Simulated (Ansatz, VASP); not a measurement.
## Cross-check of Zr23Si7O60 (glassy 77ZrO2-23SiO2 (mol %)) between VASP and Ansatz

One calculation is typed for both programs; each brings its own data sets. How far apart do they land? The cell is taken from a series of runs on this material, whose earlier steps may have relaxed, scaled, displaced or heated it; both programs get it as it stands.

Main program and level: Ansatz 0.2.0; plane waves, with VASP 6.6.1 beside it; PBEsol.

## (1) The structure

The cell holds 90 atoms: 23 Zr, 7 Si and 60 O. Its edges and angles: a = 10.551 Å, b = 10.551 Å, c = 10.551 Å, α = 90.0°, β = 90.0°, γ = 90.0°. As first built, before any earlier steps moved the atoms or strained the cell (in the runner's words): 90 atoms (23 Zr, 7 Si, 60 O) placed at random at 4.39 g/cm^3, melted at 4000 K for 10 ps at fixed volume with the Morse and Coulomb pair potential with partial charges (Pedone, Malavasi, Menziani, Cormack and Segre, J. Phys. Chem. B 110, 11780 (2006)). Quenched from 1800 K to 300 K at 50 K/ps and fixed volume, held 10 ps at zero pressure, then minimised at fixed cell. The cell carries charge −1.

## (2) Ansatz: single point, PBEsol

Ansatz runs on its PAW soft_1 files.

A single point takes one fixed geometry, so differences don't come from the geometry; what else differs is listed under the comparison.

File input.yaml:

```yaml
crystal:
  lattice:
    - [10.55091, 0.0, 0.0]
    - [0.0, 10.55091, 0.0]
    - [0.0, 0.0, 10.55091]
  atoms:
    - { symbol: Zr, position: [0.1266, 0.67675, 0.19102] }
    - { symbol: Zr, position: [0.97277, 0.20208, 0.32396] }
    - { symbol: Zr, position: [0.27578, 0.51597, 0.496] }
    - { symbol: Zr, position: [0.4288, 0.66424, 0.27462] }
    - { symbol: Zr, position: [0.07718, 0.99399, 0.11148] }
    - { symbol: Zr, position: [0.6416, 0.58546, 0.51906] }
    - { symbol: Zr, position: [0.3895, 0.63191, 0.75488] }
    - { symbol: Zr, position: [0.93498, 0.35191, 0.62355] }
    - { symbol: Zr, position: [0.92295, 0.69169, 0.61515] }
    - { symbol: Zr, position: [0.93771, 0.75229, 0.94697] }
    - { symbol: Zr, position: [0.66365, 0.81473, 0.74323] }
    - { symbol: Zr, position: [0.34632, 0.42513, 0.05903] }
    - { symbol: Zr, position: [0.38649, 0.84991, 0.99396] }
    - { symbol: Zr, position: [0.45878, 0.93076, 0.51125] }
    - { symbol: Zr, position: [0.78518, 0.03667, 0.55422] }
    - { symbol: Zr, position: [0.18881, 0.86424, 0.6894] }
    - { symbol: Zr, position: [0.81587, 0.60457, 0.27226] }
    - { symbol: Zr, position: [0.46644, 0.10357, 0.7614] }
    - { symbol: Zr, position: [0.04336, 0.4045, 0.0356] }
    - { symbol: Zr, position: [0.59891, 0.61309, 0.99917] }
    - { symbol: Zr, position: [0.97664, 0.13807, 0.84315] }
    - { symbol: Zr, position: [0.77595, 0.35038, 0.02991] }
    - { symbol: Zr, position: [0.64726, 0.8633, 0.25754] }
    - { symbol: Si, position: [0.41508, 0.22256, 0.43419] }
    - { symbol: Si, position: [0.2248, 0.33368, 0.77312] }
    - { symbol: Si, position: [0.0931, 0.91936, 0.43108] }
    - { symbol: Si, position: [0.63176, 0.40062, 0.7442] }
    - { symbol: Si, position: [0.68501, 0.30458, 0.3366] }
    - { symbol: Si, position: [0.2981, 0.12729, 0.19573] }
    - { symbol: Si, position: [0.80632, 0.04073, 0.06707] }
    - { symbol: O, position: [0.74274, 0.65278, 0.68474] }
    - { symbol: O, position: [0.97885, 0.0293, 0.44369] }
    - { symbol: O, position: [0.01386, 0.31962, 0.45939] }
    - { symbol: O, position: [0.79754, 0.15779, 0.9673] }
    - { symbol: O, position: [0.62153, 0.99802, 0.67199] }
    - { symbol: O, position: [0.86318, 0.16411, 0.67465] }
    - { symbol: O, position: [0.30781, 0.72066, 0.12723] }
    - { symbol: O, position: [0.51793, 0.7414, 0.85945] }
    - { symbol: O, position: [0.45169, 0.55294, 0.44805] }
    - { symbol: O, position: [0.93821, 0.32237, 0.17382] }
    - { symbol: O, position: [0.4423, 0.12667, 0.55214] }
    - { symbol: O, position: [0.28547, 0.9961, 0.11084] }
    - { symbol: O, position: [0.62325, 0.67556, 0.33149] }
    - { symbol: O, position: [0.38746, 0.11633, 0.32134] }
    - { symbol: O, position: [0.01782, 0.74594, 0.7824] }
    - { symbol: O, position: [0.00048, 0.59423, 0.03622] }
    - { symbol: O, position: [0.27374, 0.68147, 0.61301] }
    - { symbol: O, position: [0.81142, 0.78321, 0.20547] }
    - { symbol: O, position: [0.00579, 0.52358, 0.6263] }
    - { symbol: O, position: [0.54076, 0.75838, 0.59691] }
    - { symbol: O, position: [0.42867, 0.52764, 0.91673] }
    - { symbol: O, position: [0.08852, 0.27487, 0.72481] }
    - { symbol: O, position: [0.67096, 0.45007, 0.88841] }
    - { symbol: O, position: [0.90635, 0.95386, 0.97684] }
    - { symbol: O, position: [0.20361, 0.39361, 0.91569] }
    - { symbol: O, position: [0.82876, 0.87987, 0.64516] }
    - { symbol: O, position: [0.47085, 0.99937, 0.91806] }
    - { symbol: O, position: [0.53766, 0.76979, 0.10866] }
    - { symbol: O, position: [0.30631, 0.329, 0.44951] }
    - { symbol: O, position: [0.72789, 0.44926, 0.37623] }
    - { symbol: O, position: [0.32028, 0.21645, 0.78665] }
    - { symbol: O, position: [0.74516, 0.4097, 0.63665] }
    - { symbol: O, position: [0.99724, 0.59201, 0.29701] }
    - { symbol: O, position: [0.08056, 0.15175, 0.99901] }
    - { symbol: O, position: [0.34817, 0.24602, 0.11403] }
    - { symbol: O, position: [0.09174, 0.81686, 0.0492] }
    - { symbol: O, position: [0.14869, 0.13816, 0.24806] }
    - { symbol: O, position: [0.19513, 0.48397, 0.14613] }
    - { symbol: O, position: [0.65039, 0.96385, 0.42545] }
    - { symbol: O, position: [0.48531, 0.52147, 0.15027] }
    - { symbol: O, position: [0.2451, 0.63057, 0.3476] }
    - { symbol: O, position: [0.09724, 0.86995, 0.28401] }
    - { symbol: O, position: [0.27734, 0.4541, 0.69034] }
    - { symbol: O, position: [0.78616, 0.20128, 0.40294] }
    - { symbol: O, position: [0.67373, 0.99192, 0.11911] }
    - { symbol: O, position: [0.7481, 0.74158, 0.91744] }
    - { symbol: O, position: [0.90549, 0.06208, 0.18742] }
    - { symbol: O, position: [0.74193, 0.53421, 0.10292] }
    - { symbol: O, position: [0.5807, 0.25857, 0.76242] }
    - { symbol: O, position: [0.68052, 0.28207, 0.18547] }
    - { symbol: O, position: [0.05371, 0.80855, 0.53444] }
    - { symbol: O, position: [0.81359, 0.66164, 0.46202] }
    - { symbol: O, position: [0.54826, 0.29123, 0.4041] }
    - { symbol: O, position: [0.44999, 0.84672, 0.33935] }
    - { symbol: O, position: [0.27993, 0.77321, 0.85102] }
    - { symbol: O, position: [0.92593, 0.34141, 0.8912] }
    - { symbol: O, position: [0.23185, 0.94803, 0.49609] }
    - { symbol: O, position: [0.53487, 0.50769, 0.68233] }
    - { symbol: O, position: [0.37104, 0.93729, 0.68693] }
    - { symbol: O, position: [0.0889, 0.00153, 0.76758] }
total_charge: -1
kpoints:
  mp_grid: { grid: [1, 1, 1] }
hamiltonian:
  xc: pbesol
  pseudopotentials: { kind: paw, azcp: { folder: soft_1 }, xc_functional: pbe }
scf:
  occupations: { method: fermi_dirac, width: 0.01 }
  lower_state_search: "off"
output:
  forces: true
  stress: true
  populations: true
  dos:
    method: { smearing: { sigma: 0.1 } }
    de: 0.1
    projected: { site_lists: { O: [O], Si: [Si], Zr: [Zr] } }
  eigenvalues: true
  write_density: true
  write_potential: true
  volumetric_format: npy
magnetization:
  spin_polarized: true
  initial_magnetization: 1
```

Started as:

```
ansatz run input.yaml --threads 4 --pin off --max-ram 8192MiB --backend cpu --events-out ev --progress --plain --runs-dir out
```

Numbers of over 12 decimals in the logs are rounded to 6 here.

The log of the run:

```text
Engine: ansatz 0.2.0, aarch64-unknown-linux-gnu
Pseudopotentials: kind: paw
Pseudopotential: Zr, paw, valence charge 12, recommended cutoff 420 eV (normal), soft_1/Zr.paw.azcp
Pseudopotential: Si, paw, valence charge 4, recommended cutoff 420 eV (normal), soft_1/Si.paw.azcp
Pseudopotential: O, paw, valence charge 6, recommended cutoff 420 eV (normal), soft_1/O.paw.azcp
Functional definition: PBEsol
  exchange = pbesol_x
  correlation = pbesol_c
Crystal: 90 atoms, lattice volume = 1174.545 Å³
Basis set: ecut = 420 eV, 22983 PW (Γ), exchange–correlation on 144×144×144 points (8 copies of the dense FFT grid, shifted against one another)
Bands: 423, of which v1, the nominal top of the filled ones, is band 333 counted from 1 (332 counted from 0)
Symmetry: 1 space group operations
Space group: P1 (ITA 1), of the structure as read, at distance tolerance 1.1e-4 Å
Magnetic group: BNS 1.1 (UNI 1), of the structure as read, at distance tolerance 1.1e-4 Å
k-points: 1
Non-local potential: Zr, projectors of the file, l = 0: 3, l = 1: 2, l = 2: 2, l = 3: 1
Non-local potential: Si, projectors of the file, l = 0: 2, l = 1: 2, l = 2: 1
Non-local potential: O, projectors of the file, l = 0: 2, l = 1: 2, l = 2: 1
PAW form: soft (Blöchl's): semilocal exchange-correlation on the pseudo side does not see the compensation charge
PAW frozen core: Zr, regenerated for the run's functional, and the local potential with it (the file was generated under x = pbe(κ = 0.804, μ = 0.219515), c = pbe(β = 0.066725))
PAW frozen core: Si, regenerated for the run's functional, and the local potential with it (the file was generated under x = pbe(κ = 0.804, μ = 0.219515), c = pbe(β = 0.066725))
PAW frozen core: O, regenerated for the run's functional, and the local potential with it (the file was generated under x = pbe(κ = 0.804, μ = 0.219515), c = pbe(β = 0.066725))
PAW one-centre angular grid: Zr, 590 points (default); XC on 64 Gauss nodes
PAW one-centre angular grid: Si, 110 points (default); XC on 64 Gauss nodes
PAW one-centre angular grid: O, 110 points (default); XC on 64 Gauss nodes
Initial density: superposition of atomic densities (chi_scale 0.1, normalization cell, long waves kept (reshape's long-wave potential 0.97 eV rms))
Starting moments: Σ|m| = 1 μB on 90 of 90 sites
Initial wavefunctions: pseudopotential atomic-orbital guess
Functional: x = pbesol(κ = 0.804, μ = 0.123457), c = pbesol(β = 0.046)
SCF iter   1: F=—  HF=-133110.539068 eV  |F-HF|=—  |Δ(HF+E_count)|=         —  Δρ=3.49e-2 (↑3.15e-2 ↓3.49e-2)  dr2=1.36e2  dr2_m=4.24e-1  M=1.000 μB ∫|m|=1.049 μB  β_m=1.00  ethr=3.10e-3  ⟨swp⟩=6.0  Hψ=3104  notcnv=0  defer=142
preconditioner: auto → Resta (q_TF=auto, 2.482 Å⁻¹)  ε∞=5.7  [insulator: Δε(μ)=0.073 eV  Ē_g=10.965 eV  σ=0.010 eV  W_gap=0.95  n_scr=304 (ndim 8)  ℏωp=23.8 eV  f_vac=0.020  D(μ)=4.82/eV (n_scr^D=18)  ε∞_Penn≈5.7]
spin=Collinear: Resta preconditioning applied to the charge; magnetization (m = ρ↑ − ρ↓) channel mixes plain (no charge-response kernel on spin).
SCF iter   2: F=—  HF=-133096.195014 eV  |F-HF|=—  |Δ(HF+E_count)|=         —  Δρ=2.43e-2 (↑2.21e-2 ↓2.43e-2)  dr2=4.96e1  dr2_m=3.43e-1  M=0.167 μB ∫|m|=0.326 μB  β_m=0.30  ethr=3.10e-3  ⟨swp⟩=3.0  Hψ=1632  notcnv=0  defer=162
Mixer restart at iter 2: flushing history
preconditioner: auto → Kerker (q_TF=auto, 2.482 Å⁻¹)  [metal: Δε(μ)=0.007 eV  Ē_g=11.213 eV  σ=0.010 eV  W_gap=0.17  n_scr=304 (ndim 8)  ℏωp=23.8 eV  f_vac=0.021  D(μ)=48.61/eV (n_scr^D=436)]
spin=Collinear: Kerker preconditioning applied to the charge; magnetization (m = ρ↑ − ρ↓) channel mixes plain (no charge-response kernel on spin).
SCF iter   3: F=—  HF=-133092.940808 eV  |F-HF|=—  |Δ(HF+E_count)|=    3.25e0  Δρ=1.82e-2 (↑1.75e-2 ↓1.82e-2)  dr2=3.62e1  dr2_m=2.07e-1  M=0.625 μB ∫|m|=0.739 μB  β_m=0.30  ethr=3.10e-3  ⟨swp⟩=1.0  Hψ=974  notcnv=0  defer=162
SCF iter   4: F=—  HF=-133085.971847 eV  |F-HF|=—  |Δ(HF+E_count)|=    6.97e0  Δρ=9.28e-3 (↑9.28e-3 ↓6.63e-3)  dr2=1.09e1  dr2_m=1.55e-1  M=0.994 μB ∫|m|=1.089 μB  β_m=0.30  ethr=3.10e-3  ⟨swp⟩=3.5  Hψ=1674  notcnv=0  defer=162
SCF iter   5: F=—  HF=-133084.705650 eV  |F-HF|=—  |Δ(HF+E_count)|=    1.27e0  Δρ=5.97e-3 (↑5.94e-3 ↓5.97e-3)  dr2=4.82e0  dr2_m=8.87e-2  M=1.000 μB ∫|m|=1.082 μB  β_m=0.30  ethr=1.64e-3  ⟨swp⟩=2.5  Hψ=1266  notcnv=0  defer=162
SCF iter   6: F=—  HF=-133084.440780 eV  |F-HF|=—  |Δ(HF+E_count)|=   2.65e-1  Δρ=5.30e-3 (↑4.64e-3 ↓5.30e-3)  dr2=3.13e0  dr2_m=5.04e-2  M=1.000 μB ∫|m|=1.067 μB  β_m=0.30  ethr=7.25e-4  ⟨swp⟩=2.0  Hψ=989  notcnv=0  defer=162
SCF iter   7: F=—  HF=-133083.726988 eV  |F-HF|=—  |Δ(HF+E_count)|=   7.14e-1  Δρ=3.30e-3 (↑3.10e-3 ↓3.30e-3)  dr2=8.71e-1  dr2_m=2.80e-2  M=1.000 μB ∫|m|=1.062 μB  β_m=0.30  ethr=4.70e-4  ⟨swp⟩=5.0  Hψ=1153  notcnv=0  defer=162
[...]
k-point 0 ↓: bands = [... 329 lower, 7.0623, 7.0849, 7.2679, 11.0499, 11.1164, 11.1768, 11.2129, 11.3042, ... 86 higher]
--- Löwdin populations: 90 sites ---
  site symbol       q [e]    m [muB]
     0     Zr     10.5824     0.0037
     1     Zr     10.5206     0.0262
     2     Zr     10.4936     0.0009
     3     Zr     10.6206     0.0003
     4     Zr     10.5723     0.0055
     5     Zr     10.5264     0.0006
     6     Zr     10.5543     0.0005
     7     Zr     10.5401     0.0060
     8     Zr     10.5890     0.0004
     9     Zr     10.5772     0.0120
    10     Zr     10.5788     0.0006
    11     Zr     10.5520     0.0028
    12     Zr     10.5123     0.0020
    13     Zr     10.5160     0.0001
    14     Zr     10.4947     0.0007
    15     Zr     10.5604     0.0006
    16     Zr     10.6173     0.0034
    17     Zr     10.5370     0.0006
    18     Zr     10.7224     0.3473
    19     Zr     10.5541     0.0058
    20     Zr     10.5540     0.0173
    21     Zr     10.6860     0.4563
    22     Zr     10.5548     0.0010
    23     Si      2.3748     0.0001
[...]
82      O      6.7537    -0.0001
    83      O      6.6511     0.0000
    84      O      6.6482    -0.0000
    85      O      6.6880     0.0108
    86      O      6.7435     0.0001
    87      O      6.7198     0.0000
    88      O      6.6592     0.0000
    89      O      6.6408     0.0008
  spilling = 0.006006 (of n_electrons = 665.000000)
```

Reading the cycles: dr2 is the Hartree energy of the density residual (eV), the measure of convergence; HF is the Harris–Foulkes estimate of the energy, which meets the free energy F at convergence.

(Part 1 of 2 ends here.)

[Lines on the potential files, build, host, timing and source positions are cut from VASP's logs without a mark.]

[Logs are printed without paths, hosts, clocks, repeated set-up lines and the standing remarks that a program may print on its own settings, such as how far it seeks lower states.]

[Hosts, paths, dates, database ids (printed as entryN), source tags and the programs' standing remarks are cut or masked in the printed files.]
